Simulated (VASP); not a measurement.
Calculation: r2SCAN meta-GGA, VASP's PBE PAW potentials (set 64) (plane waves; VASP).

A VASP calculation is set up with these files.

INCAR:
```
SYSTEM = SrCl2
PREC = Accurate
ENCUT = 480
EDIFF = 1E-7
NELM = 100
ALGO = Normal
LREAL = .FALSE.
LASPH = .TRUE.
ISMEAR = 0
SIGMA = 0.05
METAGGA = R2SCAN
LMIXTAU = .TRUE.
LMAXMIX = 4
LWAVE = .FALSE.
LCHARG = .FALSE.
ISIF = 2
IBRION = 2
NSW = 30
EDIFFG = -0.01
```

File KPOINTS:
```
Automatic mesh
0
Gamma
6 6 6
0 0 0
```

**POSCAR**
```
SrCl2
1.0
  0.0000000000   3.3580060238   3.3580060238
  3.3580060238   0.0000000000   3.3580060238
  3.3580060238   3.3580060238   0.0000000000
Sr Cl
1 2
direct
  0.0000000000   0.0000000000   0.0000000000
  0.2500000000   0.2500000000   0.2500000000
  0.7500000000   0.7500000000   0.7500000000
```

POTCAR, in this order: Sr_sv Cl (PBE.64 set). Program: vasp_std.

Output of the run:

### OSZICAR
```
       N       E                     dE             d eps       ncg     rms          rms(c)
DAV:   1     0.116257252390E+03    0.11626E+03   -0.11597E+04   512   0.131E+03
DAV:   2    -0.346866948020E+02   -0.15094E+03   -0.14819E+03   688   0.256E+02
DAV:   3    -0.422094889967E+02   -0.75228E+01   -0.75130E+01   728   0.612E+01
DAV:   4    -0.424725712974E+02   -0.26308E+00   -0.26294E+00   872   0.941E+00
DAV:   5    -0.424757439224E+02   -0.31726E-02   -0.31723E-02   752   0.938E-01    0.157E+01
DAV:   6    -0.353713549030E+02    0.71044E+01   -0.23830E+00   808   0.116E+01    0.106E+01
DAV:   7    -0.350177216213E+02    0.35363E+00   -0.11823E+00   848   0.108E+01    0.124E+00
DAV:   8    -0.352258260646E+02   -0.20810E+00   -0.12295E+00   816   0.101E+01    0.230E+00
DAV:   9    -0.349023623310E+02    0.32346E+00   -0.15002E-01   632   0.495E+00    0.155E+00
DAV:  10    -0.352315679989E+02   -0.32921E+00   -0.77923E-02   656   0.309E+00    0.974E-01
DAV:  11    -0.354426324299E+02   -0.21106E+00   -0.69473E-02   528   0.303E+00    0.595E-01
DAV:  12    -0.354461337046E+02   -0.35013E-02   -0.21154E-02   536   0.168E+00    0.951E-01
DAV:  13    -0.355171560390E+02   -0.71022E-01   -0.58940E-02   528   0.288E+00    0.246E-01
DAV:  14    -0.355175701180E+02   -0.41408E-03   -0.15344E-03   848   0.336E-01    0.201E-01
DAV:  15    -0.355081744527E+02    0.93957E-02   -0.17934E-03   512   0.431E-01    0.137E-01
DAV:  16    -0.355037005147E+02    0.44739E-02   -0.79010E-04   528   0.360E-01    0.162E-01
DAV:  17    -0.355200536038E+02   -0.16353E-01   -0.42814E-03   512   0.648E-01    0.564E-02
DAV:  18    -0.355202267713E+02   -0.17317E-03   -0.23848E-04   664   0.127E-01    0.705E-02
DAV:  19    -0.355202300226E+02   -0.32514E-05   -0.83481E-06   720   0.299E-02    0.625E-02
DAV:  20    -0.355202054721E+02    0.24551E-04   -0.13783E-05   640   0.401E-02    0.433E-02
DAV:  21    -0.355202225314E+02   -0.17059E-04   -0.21472E-05   624   0.418E-02    0.109E-02
DAV:  22    -0.355202257458E+02   -0.32145E-05   -0.19719E-06   648   0.137E-02    0.636E-03
DAV:  23    -0.355202232887E+02    0.24571E-05   -0.77773E-07   592   0.107E-02    0.708E-03
DAV:  24    -0.355202250995E+02   -0.18107E-05   -0.11083E-06   544   0.123E-02    0.959E-03
DAV:  25    -0.355202254266E+02   -0.32713E-06   -0.45794E-07   576   0.805E-03    0.746E-03
DAV:  26    -0.355202250322E+02    0.39445E-06   -0.10249E-07   448   0.360E-03    0.658E-03
DAV:  27    -0.355202247728E+02    0.25937E-06   -0.61099E-08   432   0.284E-03    0.507E-03
DAV:  28    -0.355202247250E+02    0.47828E-07   -0.18035E-08   344   0.113E-03
   1 F= -.35520225E+02 E0= -.35520225E+02  d E =-.355202E+02
```

OUTCAR:
```
------------------------ aborting loop because EDIFF is reached ----------------------------------------
  FORCE on cell =-STRESS in cart. coord.  units (eV):
  Direction    XX          YY          ZZ          XY          YZ          ZX
  --------------------------------------------------------------------------------------
  Total        2.8730786      2.8730786      2.8730786     -0.0000000      0.0000000      0.0000000
  in kB       60.7832170     60.7832170     60.7832170     -0.0000000      0.0000000      0.0000000
  external PRESSURE =      60.7832170 kB  Pullay stress =       0.0000000 kB
  volume of cell :       75.73
      direct lattice vectors                 reciprocal lattice vectors
     0.000000000  3.358006024  3.358006024    -0.148897887  0.148897887  0.148897887
     3.358006024  0.000000000  3.358006024     0.148897887 -0.148897887  0.148897887
     3.358006024  3.358006024  0.000000000     0.148897887  0.148897887 -0.148897887
 POSITION                                       TOTAL-FORCE (eV/Angst)
 -----------------------------------------------------------------------------------
      0.00000      0.00000      0.00000         0.000000     -0.000000     -0.000000
      1.67900      1.67900      1.67900         0.000000      0.000000      0.000000
      5.03701      5.03701      5.03701        -0.000000     -0.000000     -0.000000
 -----------------------------------------------------------------------------------
    total drift:                                0.000000      0.000000      0.000000
  FREE ENERGIE OF THE ION-ELECTRON SYSTEM (eV)
  ---------------------------------------------------
  free  energy   TOTEN  =       -35.5202247250 eV

  energy  without entropy=      -35.5202247250  energy(sigma->0) =      -35.52022472

 reached required accuracy - stopping structural energy minimisation
```
(Selected blocks of OUTCAR.)

The compound is SrCl2 in the fluorite structure. This cell was strained or had an atom moved on purpose.
